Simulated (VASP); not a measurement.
# Which magnetic order does Co2Si take?

Is Co2Si a ferromagnet or an antiferromagnet at this level? The start is a cell from a database of measured crystal structures.

Main program and level: VASP 6.6.1; PBE, spin-polarised, from parallel moments; plane waves and PAW (Co, Si), in the first sound run; inputs show where later runs differ.

**1. The starting structure**

The structure is orthorhombic, space group Pnma (No. 62). The conventional cell has a = 4.918 Å, b = 3.738 Å, c = 7.109 Å, α = 90.00°, β = 90.00°, γ = 90.00°. Nearest to Co lie 5 Si at 2.32 to 2.62 Å and 5 Co at 2.54 to 2.65 Å. Co has 5 Si at 2.34 to 2.57 Å and 5 Co at 2.50 to 2.59 Å nearest. Si has 10 Co at 2.32 to 2.62 Å nearest. Farther neighbours are not listed.

Structure file:

```xyz
12
Lattice="4.9180 0.0000 0.0000 0.0000 3.7380 0.0000 0.0000 0.0000 7.1090" Properties=species:S:1:pos:R:3 pbc="T T T"
Co    1.6033    2.8035    6.6682
Co    3.3147    0.9345    0.4408
Co    0.8557    0.9345    3.1137
Co    4.0623    2.8035    3.9953
Co    2.2721    2.8035    2.0047
Co    2.6459    0.9345    5.1043
Co    0.1869    0.9345    5.5592
Co    4.7311    2.8035    1.5498
Si    3.9246    2.8035    6.3199
Si    0.9934    0.9345    0.7891
Si    3.4524    0.9345    2.7654
Si    1.4656    2.8035    4.3436
```

**2. Magnetic order, start order fm, signs ++++++++**

Each run starts from other signs of the moments at the same geometry and cutoff; gentle mixing helps it keep them. Any wave vector in a name is a fraction of the reciprocal vectors of the first cell as typed.

INCAR reads:

```
SYSTEM = Co2Si
PREC = Normal
ENCUT = 350
EDIFF = 1E-06
NELM = 150
ISMEAR = 0
SIGMA = 0.05
LREAL = .FALSE.
ALGO = Normal
GGA = PE
NBANDS = 70
ISPIN = 2
MAGMOM = 2 2 2 2 2 2 2 2 0 0 0 0
LASPH = .TRUE.
LMAXMIX = 4
LORBIT = 11
LWAVE = .FALSE.
LCHARG = .TRUE.
AMIX = 0.2
BMIX = 1E-04
AMIX_MAG = 0.8
BMIX_MAG = 1E-04
```

POSCAR reads:

```
Co2Si
1.0
    4.9180000000      0.0000000000      0.0000000000
    0.0000000000      3.7380000000      0.0000000000
    0.0000000000      0.0000000000      7.1090000000
Co Si
8 4
Direct
    0.3260000000      0.7500000000      0.9380000000
    0.6740000000      0.2500000000      0.0620000000
    0.1740000000      0.2500000000      0.4380000000
    0.8260000000      0.7500000000      0.5620000000
    0.4620000000      0.7500000000      0.2820000000
    0.5380000000      0.2500000000      0.7180000000
    0.0380000000      0.2500000000      0.7820000000
    0.9620000000      0.7500000000      0.2180000000
    0.7980000000      0.7500000000      0.8890000000
    0.2020000000      0.2500000000      0.1110000000
    0.7020000000      0.2500000000      0.3890000000
    0.2980000000      0.7500000000      0.6110000000
```

KPOINTS reads:

```
Automatic mesh
0
Gamma
4 5 3
0 0 0
```

Potentials, in the order of the species: Co and Si (PBE family, release 64).

On the command line:

```sh
mpirun -np 1 vasp_std
```

Output:

```text
[banner, memory and clock lines left out]
running    1 mpi-ranks, on    1 nodes
 distrk:  each k-point on    1 cores,    1 groups
 distr:  one band on    1 cores,    1 groups

 POSCAR found type information on POSCAR CoSi
 POSCAR found :  2 types and      12 ions
 LDA part: xc-table for (Slater+PW92), standard interpolation
 POSCAR, INCAR and KPOINTS ok, starting setup
 FFT: planning ... GRIDC
 FFT: planning ... GRID_SOFT
 FFT: planning ... GRID
 WAVECAR not read
 entering main loop
       N       E                     dE             d eps       ncg     rms          rms(c)
DAV:   1     0.563691598114E+03    0.56369E+03   -0.27096E+04  5040   0.114E+03
DAV:   2    -0.371928215926E+02   -0.60088E+03   -0.55635E+03  5040   0.296E+02
DAV:   3    -0.918509141664E+02   -0.54658E+02   -0.48236E+02  5352   0.108E+02
DAV:   4    -0.937455978958E+02   -0.18947E+01   -0.18747E+01  5862   0.209E+01
DAV:   5    -0.938067310686E+02   -0.61133E-01   -0.61101E-01  6272   0.312E+00    0.368E+01
DAV:   6    -0.836516103561E+02    0.10155E+02   -0.34181E+01  6300   0.595E+01    0.144E+01
DAV:   7    -0.848382984467E+02   -0.11867E+01   -0.53375E+00  6878   0.369E+01    0.178E+01
DAV:   8    -0.836071337257E+02    0.12312E+01   -0.17973E+00  6232   0.294E+01    0.944E+00
DAV:   9    -0.834362465579E+02    0.17089E+00   -0.48188E-01  6946   0.657E+00    0.479E+00
DAV:  11    -0.834079829451E+02   -0.79758E-02   -0.36796E-02  6746   0.187E+00    0.849E-01
DAV:  12    -0.834095474249E+02   -0.15645E-02   -0.11911E-02  6396   0.864E-01    0.614E-01
DAV:  13    -0.834109423090E+02   -0.13949E-02   -0.45496E-03  6760   0.697E-01    0.271E-01
DAV:  14    -0.834112129715E+02   -0.27066E-03   -0.14620E-03  6594   0.330E-01    0.125E-01
DAV:  15    -0.834112139425E+02   -0.97105E-06   -0.36994E-04  6792   0.163E-01    0.761E-02
DAV:  16    -0.834112156920E+02   -0.17495E-05   -0.87436E-05  6316   0.769E-02    0.254E-02
DAV:  17    -0.834112198478E+02   -0.41557E-05   -0.16604E-05  6020   0.268E-02    0.152E-02
DAV:  18    -0.834112205606E+02   -0.71287E-06   -0.34145E-06  3674   0.179E-02
   1 F= -.83411221E+02 E0= -.83406405E+02  d E =-.963082E-02  mag=     2.8828
```

Run time: 2.6 min. Hardware: 1 MPI rank of Intel Xeon Platinum 8259CL at 2.50GHz (Skylake/Cascade Lake), shared host; peak memory 0.23 GiB.

The logs omit lines about the potential files and the build; timing stands in the text.

From OUTCAR (step 2):

```text
ion  position               nearest neighbor table
   1  0.326  0.750  0.938-  10 2.32  10 2.32  12 2.33   9 2.35   5 2.54   7 2.59   7 2.59   9 2.62
                             6 2.65   6 2.65   8 2.68   2 2.68   2 2.68
   2  0.674  0.250  0.062-   9 2.32   9 2.32  11 2.33  10 2.35   6 2.54   8 2.59   8 2.59  10 2.62
                             5 2.65   5 2.65   7 2.68   1 2.68   1 2.68
   3  0.174  0.250  0.438-  12 2.32  12 2.32  10 2.33  11 2.35   7 2.54   5 2.59   5 2.59  11 2.62
                             8 2.65   8 2.65   6 2.68   4 2.68   4 2.68
   4  0.826  0.750  0.562-  11 2.32  11 2.32   9 2.33  12 2.35   8 2.54   6 2.59   6 2.59  12 2.62
                             7 2.65   7 2.65   5 2.68   3 2.68   3 2.68
   5  0.462  0.750  0.282-  11 2.34  11 2.34  12 2.47   8 2.50   8 2.50   1 2.54  10 2.57  10 2.57
                             3 2.59   3 2.59   2 2.65   2 2.65   4 2.68
   6  0.538  0.250  0.718-  12 2.34  12 2.34  11 2.47   7 2.50   7 2.50   2 2.54   9 2.57   9 2.57
                             4 2.59   4 2.59   1 2.65   1 2.65   3 2.68
   7  0.038  0.250  0.782-   9 2.34   9 2.34  10 2.47   6 2.50   6 2.50   3 2.54  12 2.57  12 2.57
                             1 2.59   1 2.59   4 2.65   4 2.65   2 2.68
   8  0.962  0.750  0.218-  10 2.34  10 2.34   9 2.47   5 2.50   5 2.50   4 2.54  11 2.57  11 2.57
                             2 2.59   2 2.59   3 2.65   3 2.65   1 2.68
   9  0.798  0.750  0.889-   2 2.32   2 2.32   4 2.33   7 2.34   7 2.34   1 2.35   8 2.47   6 2.57
                             6 2.57   1 2.62
  10  0.202  0.250  0.111-   1 2.32   1 2.32   3 2.33   8 2.34   8 2.34   2 2.35   7 2.47   5 2.57
                             5 2.57   2 2.62
  11  0.702  0.250  0.389-   4 2.32   4 2.32   2 2.33   5 2.34   5 2.34   3 2.35   6 2.47   8 2.57
                             8 2.57   3 2.62
  12  0.298  0.750  0.611-   3 2.32   3 2.32   1 2.33   6 2.34   6 2.34   4 2.35   5 2.47   7 2.57
                             7 2.57   4 2.62

  LATTYP: Found a simple orthorhombic cell.
 ALAT       =     3.7380000000
 B/A-ratio  =     1.3156768325
 C/A-ratio  =     1.9018191546

 Subroutine GETGRP returns: Found  8 space group operations
 (whereof  2 operations were pure point group operations)

The static configuration has the point symmetry S_2 .
 The point group associated with its full space group is D_2h.

 Found     18 irreducible k-points:

   k-points           NKPTS =     18   k-points in BZ     NKDIM =     18   number of bands    NBANDS=     70

   dimension x,y,z NGX =    24 NGY =   18 NGZ =   36
   dimension x,y,z NGXF=    48 NGYF=   36 NGZF=   72

   ENCUT  =  350.0 eV  25.72 Ry    5.07 a.u.   7.50  5.70 10.84*2*pi/ulx,y,z

   NELECT =      88.0000    total number of electrons

 k-points in reciprocal lattice and weights: Automatic mesh
   0.00000000  0.00000000  0.00000000       0.017
   0.25000000  0.00000000  0.00000000       0.033
   0.50000000  0.00000000  0.00000000       0.017
   0.00000000  0.20000000  0.00000000       0.033
   0.25000000  0.20000000  0.00000000       0.067
   0.50000000  0.20000000  0.00000000       0.033
   0.00000000  0.40000000  0.00000000       0.033
   0.25000000  0.40000000  0.00000000       0.067
   0.50000000  0.40000000  0.00000000       0.033
[...]
0.25000000  0.40000000  0.33333333       0.133
   0.50000000  0.40000000  0.33333333       0.067

 average (electrostatic) potential at core
       1 -77.0626       2 -77.0626       3 -77.0626       4 -77.0626       5 -77.1036
       6 -77.1036       7 -77.1036       8 -77.1036       9 -78.0903      10 -78.0903
      11 -78.0903      12 -78.0903

 E-fermi :  11.2087

 spin component 1
 k-point     1 :       0.0000    0.0000    0.0000
  band No.  band energies     occupation
    ...
     42      10.7259      1.00000
     43      10.8874      1.00000
     44      10.9090      1.00000
     45      11.0134      1.00000
     46      11.0651      0.99998
     47      11.4462      0.00000
     48      11.8517      0.00000
     49      12.6860      0.00000
     50      13.0085      0.00000
     51      13.4771      0.00000
    ...

 k-point     2 :       0.2500    0.0000    0.0000
  band No.  band energies     occupation
    ...
     42      10.7851      1.00000
     43      10.8829      1.00000
     44      10.9148      1.00000
     45      11.0576      0.99999
     46      11.0900      0.99961
     47      11.7966      0.00000
     48      12.6996      0.00000
     49      13.7514      0.00000
     50      13.9079      0.00000
     51      14.1111      0.00000
    ...

 k-point     3 :       0.5000    0.0000    0.0000
  band No.  band energies     occupation
    ...
     42      10.7948      1.00000
     43      10.8592      1.00000
     44      10.8592      1.00000
     45      11.0309      1.00000
     46      11.0309      1.00000
     47      13.2455      0.00000
     48      13.2455      0.00000
     49      13.7762      0.00000
     50      13.7762      0.00000
     51      14.8785      0.00000
    ...

 k-point     4 :       0.0000    0.2000    0.0000
  band No.  band energies     occupation
    ...
     41      10.5464      1.00000
     42      10.7772      1.00000
     43      10.7889      1.00000
     44      10.9542      1.00000
     45      11.0610      0.99999
     46      11.3882      0.00000
     47      11.4114      0.00000
     48      12.0669      0.00000
     49      12.3017      0.00000
     50      12.5544      0.00000
    ...

 k-point     5 :       0.2500    0.2000    0.0000
  band No.  band energies     occupation
    ...
     42      10.7596      1.00000
     43      10.8379      1.00000
     44      10.9355      1.00000
     45      11.0128      1.00000
     46      11.1095      0.99749
     47      11.4255      0.00000
     48      12.2906      0.00000
     49      12.6910      0.00000
     50      13.0323      0.00000
     51      13.2827      0.00000
    ...

 k-point     6 :       0.5000    0.2000    0.0000
  band No.  band energies     occupation
    ...
     42      10.7201      1.00000
     43      10.7806      1.00000
     44      10.7806      1.00000
     45      11.0478      1.00000
     46      11.0478      1.00000
     47      12.0574      0.00000
     48      12.0574      0.00000
     49      13.2444      0.00000
     50      13.2444      0.00000
     51      13.5626      0.00000
    ...

  Total       -4.4770169     -5.0144119     -4.3109053      0.0000000      0.0000000      0.0000000
  in kB      -54.8861764    -61.4743938    -52.8497252      0.0000000      0.0000000      0.0000000
  external PRESSURE =     -56.4034318 kB  Pullay stress =       0.0000000 kB

  energy-cutoff  :      350.00
  volume of cell :      130.69
      direct lattice vectors                 reciprocal lattice vectors
     4.918000000  0.000000000  0.000000000     0.203334689  0.000000000  0.000000000
     0.000000000  3.738000000  0.000000000     0.000000000  0.267522739  0.000000000
     0.000000000  0.000000000  7.109000000     0.000000000  0.000000000  0.140666760

 POSITION                                       TOTAL-FORCE (eV/Angst)
 -----------------------------------------------------------------------------------
      1.60327      2.80350      6.66824        -0.009150     -0.000000      0.045117
      3.31473      0.93450      0.44076         0.009150      0.000000     -0.045117
      0.85573      0.93450      3.11374         0.009150      0.000000      0.045117
      4.06227      2.80350      3.99526        -0.009150     -0.000000     -0.045117
      2.27212      2.80350      2.00474         0.009648     -0.000000      0.079924
      2.64588      0.93450      5.10426        -0.009648     -0.000000     -0.079924
      0.18688      0.93450      5.55924        -0.009648      0.000000      0.079924
      4.73112      2.80350      1.54976         0.009648     -0.000000     -0.079924
      3.92456      2.80350      6.31990        -0.110001     -0.000000      0.245953
      0.99344      0.93450      0.78910         0.110001      0.000000     -0.245953
      3.45244      0.93450      2.76540         0.110001     -0.000000      0.245953
      1.46556      2.80350      4.34360        -0.110001     -0.000000     -0.245953
 -----------------------------------------------------------------------------------
    total drift:                                0.000000      0.000000     -0.000000

  FREE ENERGIE OF THE ION-ELECTRON SYSTEM (eV)
  ---------------------------------------------------
  free  energy   TOTEN  =       -83.4112205606 eV

  energy  without entropy=      -83.4015897369  energy(sigma->0) =      -83.40640515

 total charge
# of ion       s       p       d       tot
------------------------------------------
    1        0.446   0.565   7.466   8.477
    2        0.446   0.565   7.466   8.477
    3        0.446   0.565   7.466   8.477
    4        0.446   0.565   7.466   8.477
    5        0.430   0.541   7.419   8.389
    6        0.430   0.541   7.419   8.389
    7        0.430   0.541   7.419   8.389
    8        0.430   0.541   7.419   8.389
    9        0.729   0.894   0.000   1.623
   10        0.729   0.894   0.000   1.623
   11        0.729   0.894   0.000   1.623
   12        0.729   0.894   0.000   1.623
--------------------------------------------------
tot          6.421   7.998  59.537  73.956

 magnetization (x)
# of ion       s       p       d       tot
------------------------------------------
    1       -0.004  -0.012   0.302   0.286
    2       -0.004  -0.012   0.302   0.286
    3       -0.004  -0.012   0.302   0.286
    4       -0.004  -0.012   0.302   0.286
    5       -0.001  -0.007   0.507   0.499
    6       -0.001  -0.007   0.507   0.499
    7       -0.001  -0.007   0.507   0.499
    8       -0.001  -0.007   0.507   0.499
    9       -0.004  -0.018   0.000  -0.022
   10       -0.004  -0.018   0.000  -0.022
   11       -0.004  -0.018   0.000  -0.022
   12       -0.004  -0.018   0.000  -0.022
--------------------------------------------------
tot         -0.034  -0.151   3.239   3.053

[... 6 further parts left out ...]
```

The magnetic state follows from one typed start and may not be the lowest. The k-mesh is coarse for a metal.

Numbers from this step:

| Quantity | Value |
| --- | --- |
| electronic cycles | 18 |
| electrons | 88 |
| free energy (TOTEN) | -83.4112 eV |
| energy at zero smearing | -83.4064 eV |
| Fermi energy | 11.21 eV |
| moment of the cell, from the last line of the log | 2.883 μB |
| labelled metallic, from the levels on this mesh | yes |

Spin moment in the PAW sphere by atom:

```csv
atom,spin moment in the PAW sphere (μB)
Co1,0.286
Co2,0.286
Co3,0.286
Co4,0.286
Co5,0.499
Co6,0.499
Co7,0.499
Co8,0.499
Si9,-0.022
Si10,-0.022
Si11,-0.022
Si12,-0.022
```

Force by atom:

```csv
atom,x (eV/Å),y (eV/Å),z (eV/Å),size
Co1,-0.009,0.000,0.045,0.046
Co2,0.009,0.000,-0.045,0.046
Co3,0.009,0.000,0.045,0.046
Co4,-0.009,0.000,-0.045,0.046
Co5,0.010,0.000,0.080,0.081
Co6,-0.010,0.000,-0.080,0.081
Co7,-0.010,0.000,0.080,0.081
Co8,0.010,0.000,-0.080,0.081
Si9,-0.110,0.000,0.246,0.269
Si10,0.110,0.000,-0.246,0.269
Si11,0.110,0.000,0.246,0.269
Si12,-0.110,0.000,-0.246,0.269
```

Spin density in the ac plane at fractional y = 0.250, with atoms of Co and Si within 0.2 Å of it.

Ten even steps from '_' (-0.01 e/Å³) to '@' (0.66 e/Å³), each cell a mean:
```
____________________________
____________________________
--::______________________..
%%##::________..::________==
@@%%--______--##**::______==
----..____..++@@%%--______..
____________--++==..________
______________..____________
____________________________
__..::..____________________
__--++==..__________________
__::++==..__________________
__..::..____________________
____________________________
____________________________
____________________________
____________________________
________________::==--______
________________--**==..____
________________::----______
```
Columns run along a (4.9 Å), rows up along c (7.1 Å). Atoms in or near the plane, at fractional coordinates: Co at (0.67, 0.06), Co at (0.17, 0.44), Co at (0.54, 0.72), Co at (0.04, 0.78), Si at (0.20, 0.11), Si at (0.70, 0.39).

Valence density in the ac plane at fractional y = 0.250, with atoms of Co and Si within 0.2 Å of it. It is the smooth field of the valence electrons, not physical close to the nuclei.

Ten even steps from '0' (0.0 e/Å³) to '9' (8.3 e/Å³), each cell a mean:
```
00000000011000
00000000000000
32100000000001
87200012100014
97200036620014
43100149820002
00000025410000
00000001100000
00000000000000
02331000000000
15972000000000
14862000000000
02331000000000
00000000000000
00000000000000
00000000000000
00000000121000
00000001365100
00000001597200
00000001365100
```
Columns run along a (4.9 Å), rows up along c (7.1 Å). Atoms in or near the plane, at fractional coordinates: Co at (0.67, 0.06), Co at (0.17, 0.44), Co at (0.54, 0.72), Co at (0.04, 0.78), Si at (0.20, 0.11), Si at (0.70, 0.39).

The largest moment at the end is 0.50 μB, and the moments of the cell sum to 2.88 μB.

(Continued in part 2 of 3.)

[Lines on the potential files, build, host, timing and source positions are cut from VASP's logs without a mark.]

[Logs are printed without paths, hosts, clocks, repeated set-up lines and the standing remarks that a program may print on its own settings, such as how far it seeks lower states.]

[Hosts, paths, dates, database ids (printed as entryN), source tags and the programs' standing remarks are cut or masked in the printed files.]

[In band tables of VASP the shares of atoms and orbitals are scaled to a sum of 1 inside the atoms' spheres.]

[Runs that stopped without an error message from VASP are left out.]
